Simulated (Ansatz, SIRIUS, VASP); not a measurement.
# WAu: programs and potentials compared

```xyz
2
Lattice="0.0000 2.9092 2.9092 2.9092 0.0000 2.9092 2.9092 2.9092 0.0000" Properties=species:S:1:pos:R:3 pbc="T T T"
W     0.0000    0.0000    0.0000
Au    4.3638    4.3638    4.3638
```

The cell comes from a database or a generator and needn't be the stable form of this composition.

Alike in all runs: task equation of state; functional PBE; k mesh 8 × 8 × 8; occupations fermi-dirac, width 0.05 eV; no spin polarisation; no spin-orbit coupling.

| program and potentials | plane-wave cutoff (eV) | notes | equilibrium volume (Å³/atom) | bulk modulus (GPa) |
| --- | --- | --- | --- | --- |
| Ansatz, Ansatz PAW | 420 | - | 24.63 | 126.0 |
| SIRIUS, PseudoDojo 0.4.1 PBE standard (scalar relativistic) | 1054 | - | 24.62 | 126.2 |
| Ansatz, Ansatz PAW (earlier soft set) | 420 | - | 24.62 | 126.1 |
| VASP, PBE PAW files Au, W_sv, 520 eV | 520 | - | 24.64 | 126.3 |

The equilibrium volume spans 24.62 (SIRIUS, PseudoDojo 0.4.1 PBE standard (scalar relativistic)) to 24.64 Å³/atom (VASP, PBE PAW files Au, W_sv, 520 eV). The bulk modulus spans 126.0 (Ansatz, Ansatz PAW) to 126.3 GPa (VASP, PBE PAW files Au, W_sv, 520 eV). For a metal such a mesh isn't converged, which the comparison doesn't need.

Differences between rows come from potentials, basis sets and numerical settings, since the functional is the same but for its coding. Runs on potential files found faulty are left out.
